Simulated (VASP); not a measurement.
Runs of VASP 6.6.1 on SnTe. It takes space group Fm-3m (No. 225, cubic). The conventional cell has a = 6.302 Å, b = 6.302 Å, c = 6.302 Å, α = 90.00°, β = 90.00°, γ = 90.00°. Sn (site symmetry m-3m) is surrounded by 6 Te at 3.15 Å. Around Te (site symmetry m-3m) lie 6 Sn at 3.15 Å. 

| k mesh | cutoff (eV) | mesh quality | gap on the mesh (eV) | pressure (GPa) |
| --- | --- | --- | --- | --- |
| 6 × 6 × 6 | 350 | not flagged | 0.10 | 2.0 |
| 12 × 12 × 12 | 520 | not flagged | 0.10 | 2.3 |
| 6 × 6 × 6 | 400 | not flagged | 0.10 | (a) |
| 8 × 8 × 8 | 520 | not flagged | 0.10 | 2.3 |
| 4 × 4 × 4 | 520 | coarse | 0.09 | 1.5 |

Alike in all rows: task single point; level PBE; potentials or basis VASP PAW PBE potentials, release 64 (Sn_d, Te); no spin polarisation; cell as given; smearing gaussian 0.02 eV.

Question: Fill in the values left out.

Answer: (a) 2.2.

Caveats: some runs use coarse meshes; spin-orbit coupling is left out, which moves the levels of the heavy elements.

A k mesh can miss the band edges, and the runs leave out spin-orbit coupling on Sn, Te.
